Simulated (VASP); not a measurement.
```xyz
1
Lattice="-1.6613 1.6613 1.6613 1.6613 -1.6613 1.6613 1.6613 1.6613 -1.6613" Properties=species:S:1:pos:R:3 pbc="T T T"
Nb     0.0000     0.0000     0.0000
```

All values below come from MS2 meta-GGA, VASP's PBE PAW potentials (set 64) (plane waves; VASP). Run with 520 eV cut-off, 16×16×16 Γ-centred mesh, first-order Methfessel-Paxton smearing of 0.10 eV, potentials Nb_sv.

Question: Give the stress tensor in GPa (positive for a compressed cell).

Answer: 
```
-5.56   0.00   0.00
 0.00  -5.56   0.00
 0.00   0.00  -5.56
```
The pressure is its mean diagonal, -5.56 GPa.

The compound is Nb in the bcc structure. This cell is one point of a volume scan, at 1.03 of the reference volume.
